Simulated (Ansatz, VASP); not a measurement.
## SnS2 in two plane-wave programs

One calculation is typed for both programs; each brings its own data sets. How far apart do they land? The structure shown is the end of the Ansatz relaxation below.

Calculated with Ansatz 0.2.0; plane waves, with VASP 6.6.1 beside it; single point at PBE with D3(BJ).

**1. Set-up**

The cell holds 18 atoms: 6 Sn and 12 S. Cell: a = 3.668 Å, b = 3.668 Å, c = 46.148 Å, α = 90.0°, β = 90.0°, γ = 120.0°. Vacuum lies along c.

**2. Ansatz: relaxation, PBE with D3(BJ)**

Ansatz runs on its PAW soft_1 files.

This run makes the geometry at which the two programs are then compared.

input.yaml reads:

```yaml
crystal:
  lattice:
    - [3.6215, 0.0, 0.0]
    - [-1.81075, 3.136311, 0.0]
    - [0.0, 0.0, 46.14845]
  atoms:
    - { symbol: Sn, position: [0.0, 0.0, 0.19392255] }
    - { symbol: Sn, position: [0.0, 0.0, 0.31635353] }
    - { symbol: Sn, position: [0.0, 0.0, 0.43878451] }
    - { symbol: Sn, position: [0.0, 0.0, 0.56121549] }
    - { symbol: Sn, position: [0.0, 0.0, 0.68364647] }
    - { symbol: Sn, position: [0.0, 0.0, 0.80607745] }
    - { symbol: S, position: [0.66666667, 0.33333333, 0.162519] }
    - { symbol: S, position: [0.66666667, 0.33333333, 0.28494998] }
    - { symbol: S, position: [0.33333333, 0.66666667, 0.22532609] }
    - { symbol: S, position: [0.66666667, 0.33333333, 0.40738096] }
    - { symbol: S, position: [0.33333333, 0.66666667, 0.34775708] }
    - { symbol: S, position: [0.66666667, 0.33333333, 0.52981194] }
    - { symbol: S, position: [0.33333333, 0.66666667, 0.47018806] }
    - { symbol: S, position: [0.66666667, 0.33333333, 0.65224292] }
    - { symbol: S, position: [0.33333333, 0.66666667, 0.59261904] }
    - { symbol: S, position: [0.66666667, 0.33333333, 0.77467391] }
    - { symbol: S, position: [0.33333333, 0.66666667, 0.71505002] }
    - { symbol: S, position: [0.33333333, 0.66666667, 0.837481] }
kpoints:
  mp_grid: { grid: [11, 11, 1] }
scf:
  occupations: { method: fermi_dirac, width: 0.02 }
hamiltonian:
  xc: pbe
  pseudopotentials: { kind: paw, azcp: { folder: soft_1 } }
  dispersion: d3bj
basis:
  ecutwfc: 600
output:
  forces: true
  stress: true
relax:
  f_tol: 0.005
  max_steps: 70
  cell: { stress_tol: 0.02, p_target: 0, fix: [c, alpha, beta, gamma] }
```

The run is started by

```console
ansatz run input.yaml --threads 8 --pin off --max-ram 18432MiB --backend cpu --events-out ev --progress --plain --runs-dir out
```

Numbers of over 12 decimals in the logs are rounded to 6 here.

The log of the run:

```text
Warning: crystal.symmetry: narrowed to the stabiliser of the fixed cell quantities (relax.cell.fix) — unitary ops 12 → 4. The narrowing is safe, since a smaller group never makes results wrong: the run goes on under it, on as many k-points as the starting group would need, or more. Excluded: 8 operations that would move a fixed cell quantity at a test strain (relax.cell.fix fixes c, alpha, beta, gamma). The cell can leave their symmetry as it relaxes.
Engine: ansatz 0.2.0, aarch64-unknown-linux-gnu
Pseudopotentials: kind: paw
Pseudopotential: Sn, paw, valence charge 14, recommended cutoff 420 eV (normal), soft_1/Sn.paw.azcp
Pseudopotential: S, paw, valence charge 6, recommended cutoff 420 eV (normal), soft_1/S.paw.azcp
Functional definition: PBE
  parameter kappa = 0.804
  parameter beta = 0.066725
  exchange = pbe_x(kappa = kappa, mu = beta*pi^2/3)
  correlation = pbe_c(beta = beta)
Crystal: 18 atoms, lattice volume = 524.161 Å³
Basis set: ecut = 600 eV, 17555 PW (Γ), exchange–correlation on 60×60×750 points (8 copies of the dense FFT grid, shifted against one another)
Bands: 96, of which v1, the nominal top of the filled ones, is band 78 counted from 1 (77 counted from 0)
Symmetry: 4 space group operations
k-points: 36 of 121
Non-local potential: Sn, projectors of the file, l = 0: 2, l = 1: 2, l = 2: 2, l = 3: 1
Non-local potential: S, projectors of the file, l = 0: 2, l = 1: 2, l = 2: 1
PAW form: soft (Blöchl's): semilocal exchange-correlation on the pseudo side does not see the compensation charge
PAW one-centre angular grid: Sn, 590 points (default); XC on 64 Gauss nodes
PAW one-centre angular grid: S, 110 points (default); XC on 64 Gauss nodes
Initial density: superposition of atomic densities (neutral atoms: chi_scale 0, normalization atom)
Initial wavefunctions: pseudopotential atomic-orbital guess
Functional: x = pbe(κ = 0.804, μ = 0.219515), c = pbe(β = 0.066725)
SCF iter   1: F=—  HF=-46985.465049 eV  |F-HF|=—  |Δ(HF+E_count)|=         —  Δρ=3.65e-2  dr2=1.05e1  ethr=3.10e-3  ⟨swp⟩=11.2  Hψ=19351  notcnv=0  defer=38
preconditioner: auto → Resta (q_TF=auto, 2.229 Å⁻¹)  ε∞=2.7  [insulator: Δε(μ)=1.908 eV  Ē_g=15.369 eV  σ=0.020 eV  W_gap=1.00  n_scr=122 (ndim 8)  ℏωp=20.3 eV  f_vac=0.260  D(μ)=0.00/eV (n_scr^D=0)  ε∞_Penn≈2.7  vacuum switching on, ρ_ref=1.7e-2 e/Å³]
SCF iter   2: F=—  HF=-46982.533849 eV  |F-HF|=—  |Δ(HF+E_count)|=    2.93e0  Δρ=1.61e-2  dr2=1.15e0  ethr=3.10e-3  ⟨swp⟩=3.0  Hψ=5891  notcnv=0  defer=432
SCF iter   3: F=—  HF=-46982.375827 eV  |F-HF|=—  |Δ(HF+E_count)|=   1.58e-1  Δρ=5.73e-3  dr2=1.12e-1  ethr=7.37e-4  ⟨swp⟩=2.3  Hψ=4754  notcnv=0  defer=432
SCF iter   4: F=—  HF=-46982.391580 eV  |F-HF|=—  |Δ(HF+E_count)|=   1.58e-2  Δρ=1.22e-3  dr2=2.47e-2  ethr=7.17e-5  ⟨swp⟩=2.1  Hψ=4844  notcnv=0  defer=432
SCF iter   5: F=—  HF=-46982.395449 eV  |F-HF|=—  |Δ(HF+E_count)|=   3.87e-3  Δρ=8.29e-4  dr2=3.49e-2  ethr=1.59e-5  ⟨swp⟩=2.6  Hψ=4472  notcnv=0  defer=432
SCF iter   6: F=—  HF=-46982.392913 eV  |F-HF|=—  |Δ(HF+E_count)|=   2.54e-3  Δρ=3.76e-4  dr2=6.01e-3  ethr=1.59e-5  ⟨swp⟩=1.2  Hψ=3915  notcnv=0  defer=432
SCF iter   7: F=—  HF=-46982.392621 eV  |F-HF|=—  |Δ(HF+E_count)|=   2.92e-4  Δρ=1.51e-4  dr2=1.12e-3  ethr=3.85e-6  ⟨swp⟩=2.0  Hψ=3813  notcnv=0  defer=432
SCF iter   8: F=—  HF=-46982.392541 eV  |F-HF|=—  |Δ(HF+E_count)|=   7.96e-5  Δρ=3.40e-5  dr2=8.07e-6  ethr=7.16e-7  ⟨swp⟩=2.0  Hψ=3804  notcnv=0  defer=432
SCF iter   9: F=—  HF=-46982.392654 eV  |F-HF|=—  |Δ(HF+E_count)|=   1.13e-4  Δρ=1.72e-5  dr2=2.32e-6  ethr=5.17e-9  ⟨swp⟩=3.2  Hψ=6762  notcnv=0  defer=432
SCF iter  10: F=—  HF=-46982.392655 eV  |F-HF|=—  |Δ(HF+E_count)|=   1.11e-6  Δρ=1.19e-5  dr2=5.49e-6  ethr=1.49e-9  ⟨swp⟩=2.1  Hψ=5740  notcnv=0  defer=432  recentre
SCF iter  11: F=—  HF=-46982.392654 eV  |F-HF|=—  |Δ(HF+E_count)|=   6.11e-7  Δρ=3.26e-6  dr2=1.37e-7  ethr=1.49e-9  ⟨swp⟩=2.0  Hψ=3901  notcnv=0  defer=432
SCF iter  12: F=-46982.392654 eV  HF=-46982.392654 eV  |F-HF|=6.02e-9  |Δ(HF+E_count)|=   4.07e-9  Δρ=1.05e-6  dr2=4.46e-9  ethr=6.41e-11  ⟨swp⟩=5.0  Hψ=12484  notcnv=0
SCF 1 converged in 12 iterations: F = -46982.392654 eV  dr2 = 4.46e-9
  greatest PAW one-centre occupation: 0.993 electrons in one spin orbital (limit 2), on the Sn atom at site 5 (counted from 0), in its partial waves of l = 2
relax step   1: F+E_penalty+E_count = -46982.39265426 eV  Δ(F+E_penalty+E_count) = +0.000e0 eV  max|allowed force component| = 5.701e-1 eV/Å  Δτ_max = 0.0000 Å  P = +3.071 GPa  Ω = 524.161 Å³  fix = [c, alpha, beta, gamma]  reactions: c +3.198 GPa; alpha -0.000, beta +0.000, gamma +0.000 GPa/rad  (12 SCF iters, dr2 threshold 1.00e-7 eV, accepted)
[...]
relax step   8: F+E_penalty+E_count = -46982.63015174 eV  Δ(F+E_penalty+E_count) = -3.312e-5 eV  max|allowed force component| = 2.658e-3 eV/Å  Δτ_max = 0.0104 Å  P = -0.008 GPa  Ω = 537.763 Å³  energy of the carried Pulay correction = -1.638e-4 eV  fix = [c, alpha, beta, gamma]  reactions: c -0.025 GPa; alpha +0.000, beta -0.000, gamma +0.000 GPa/rad  (9 SCF iters, dr2 threshold 2.25e-9 eV, accepted)
[...]
relax step   9: F+E_penalty+E_count = -46982.63030406 eV  Δ(F+E_penalty+E_count) = -1.523e-4 eV  max|allowed force component| = 2.687e-3 eV/Å  Δτ_max = 0.0000 Å  P = -0.008 GPa  Ω = 537.763 Å³  fix = [c, alpha, beta, gamma]  reactions: c -0.026 GPa; alpha +0.000, beta -0.000, gamma +0.000 GPa/rad  stress off target by 6.82e-4 GPa on what of the cell is left free  SCF on the basis re-selected at this cell (its energy is not comparable with the rows above)  (8 SCF iters)
basis re-selected at this cell: Δ(F+E_penalty+E_count) = -1.523e-4 eV, ΔP = -0.000 GPa vs the last step (what re-selecting the basis moved, of the pressure what is left beyond the Pulay correction that the steps carried, after the strain that the cell walked since its last selection, with what the two solves' SCF thresholds leave and, on support functions, any second-order correction that the steps lacked; it is no m [...]
SCF converged after 8 iterations
Free energy (F): -46982.630304 eV
Harris-Foulkes:  -46982.630304 eV  (|F-HF|=8.00e-11)
Internal energy: -46982.630304 eV  (E = F + TS)
E sigma→0 (E₀):  -46982.630304 eV
Fermi energy:    4.075796 eV
--- Per-component energies (eV) ---
  E_band       = -1201.180957
  E_kinetic    = 2274.773901
  E_local      = -101123.438619  (includes V_loc(G=0)·N_el)
  E_nonlocal   = 1286.487704
  E_hartree    = 49952.556405
  E_xc         = -1814.498838
  E_vxc        = -1465.270585  (∫ρ·V_xc dr)
  E_paw        = -33534.591843  (= ΣΔE_a)
  E_vpaw       = -2078.846586  (= ΣTr[D̂ρ^β])
  E_aug_tail   = 0.000245  (compensation charges beyond the density's cutoff)
  E_ewald      = 35981.682743
  E_disp       = -5.602003  (pairwise vdW)
  E_smearing   = -0.000000  (= −TS)
  E_closure    = -0.000000  (closes the sum)
  Σ components = -46982.630304   (vs F -46982.630304, Δ=0.00e0)
--- Forces (eV/Å), atoms counted from 1 ---
  atom   1  Sn    -0.00000006     0.00000004    -0.00004877
  atom   2  Sn    -0.00000006     0.00000003    -0.00033161
  atom   3  Sn    -0.00000004     0.00000002    -0.00002000
  atom   4  Sn     0.00000004    -0.00000002     0.00002000
  atom   5  Sn     0.00000006    -0.00000003     0.00033161
  atom   6  Sn     0.00000006    -0.00000004     0.00004877
  atom   7  S      0.00000003    -0.00000002     0.00263236
  atom   8  S     -0.00000002     0.00000001     0.00176895
  atom   9  S      0.00000005    -0.00000003    -0.00214716
  atom  10  S     -0.00000008     0.00000005     0.00093267
  atom  11  S      0.00000001    -0.00000001    -0.00067705
  atom  12  S     -0.00000014     0.00000008     0.00268682
  atom  13  S      0.00000014    -0.00000008    -0.00268682
  atom  14  S     -0.00000001     0.00000001     0.00067705
  atom  15  S      0.00000008    -0.00000005    -0.00093267
  atom  16  S     -0.00000005     0.00000003     0.00214716
  atom  17  S      0.00000002    -0.00000001    -0.00176895
  atom  18  S     -0.00000003     0.00000002    -0.00263236
  max |Σ_I F_I| component: 4.34e-19 eV/Å
--- Stress (GPa, compression-positive) ---
        0.000682      -0.000000       0.000000
       -0.000000       0.000682      -0.000000
        0.000000      -0.000000      -0.025669
  P = ⅓ Tr σ = -0.0081 GPa (-0.081 kbar)
--- Relaxed structure (8 steps of the walk, 8 accepted, 1 SCFs on fresh bases) ---
  F+E_penalty+E_count = -46982.63030406 eV   max|allowed force component| = 2.687e-3 eV/Å   (the final SCF, on the basis selected at the relaxed cell)
  cell:  # Å, volume = 537.7626 Å³
    - [3.668187, 6.279230722649124e-19, 0]
    - [-1.834093, 3.176743, 0]
    - [0, 0, 46.14845]
  atoms:
    - { symbol: Sn, position: [7.290803273696201e-8, -7.290803272437427e-8, 0.185025] }
    - { symbol: Sn, position: [9.40892011487557e-8, -9.408920114123602e-8, 0.311038] }
    - { symbol: Sn, position: [2.951067566674238e-8, -2.951067566429434e-8, 0.437054] }
    - { symbol: Sn, position: [-2.9510675666742386e-8, 2.951067566429433e-8, 0.562946] }
    - { symbol: Sn, position: [-9.40892011487557e-8, 9.408920114123602e-8, 0.688962] }
    - { symbol: Sn, position: [-7.2908032736962e-8, 7.290803272437431e-8, 0.814975] }
    - { symbol: S, position: [0.666667, 0.333333, 0.152900] }
    - { symbol: S, position: [0.666667, 0.333333, 0.278987] }
    - { symbol: S, position: [0.333333, 0.666667, 0.217097] }
    - { symbol: S, position: [0.666667, 0.333333, 0.405005] }
    - { symbol: S, position: [0.333333, 0.666667, 0.343087] }
    - { symbol: S, position: [0.666667, 0.333333, 0.530897] }
    - { symbol: S, position: [0.333333, 0.666667, 0.469103] }
    - { symbol: S, position: [0.666667, 0.333333, 0.656913] }
    - { symbol: S, position: [0.333333, 0.666667, 0.594995] }
    - { symbol: S, position: [0.666667, 0.333333, 0.782903] }
    - { symbol: S, position: [0.333333, 0.666667, 0.721013] }
    - { symbol: S, position: [0.333333, 0.666667, 0.847100] }
```

[end of part 1 of 2]

[Lines on the potential files, build, host, timing and source positions are cut from VASP's logs without a mark.]

[Logs are printed without paths, hosts, clocks, repeated set-up lines and the standing remarks that a program may print on its own settings, such as how far it seeks lower states.]

[Hosts, paths, dates, database ids (printed as entryN), source tags and the programs' standing remarks are cut or masked in the printed files.]
